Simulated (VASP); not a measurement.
The system is GaSb.

```
CELL_PARAMETERS angstrom
0.00000 3.05900 3.05900
3.05900 0.00000 3.05900
3.05900 3.05900 0.00000
ATOMIC_POSITIONS crystal
Ga 0.00000 0.00000 0.00000
Sb 0.25000 0.25000 0.25000
```

| Property | Result |
| --- | --- |
| Program | VASP 6.6.1 |
| Task | relaxation of cell and atoms |
| Functional | PBE |
| Potentials or basis | VASP PAW PBE potentials, release 64 (Ga_d, Sb) |
| Cutoff | 600 eV |
| k mesh | 12 × 12 × 12 |
| Occupations | gaussian, width 0.1 eV |
| Spin | no spin polarisation |

At the start: pressure 2.4 GPa; volume 28.62 Å³/atom.

Problem. How do energy, volume and symmetry change on relaxing?

Solution. Over 3 steps the energy falls by 10.0 meV/atom and the volume is 30.02 Å³/atom (+4.9 %); space group F-43m (No. 216, to 0.05 Å).

Step by step:
| step | energy change (eV) | largest force (eV/Å) | pressure (GPa) | volume (Å³) |
| --- | --- | --- | --- | --- |
| 1 | 0.0000 | 0.0000 | 2.40 | 57.25 |
| 2 | -0.0185 | 0.0000 | -0.58 | 60.87 |
| 3 | -0.0200 | 0.0000 | -0.03 | 60.05 |

Final structure:
```yaml
crystal:
  lattice:
    - [0.00000, 3.10809, 3.10809]
    - [3.10809, 0.00000, 3.10809]
    - [3.10809, 3.10809, 0.00000]
  atoms:
    - { symbol: Ga, position: [0.00000, 0.00000, 0.00000] }
    - { symbol: Sb, position: [0.25000, 0.25000, 0.25000] }
```
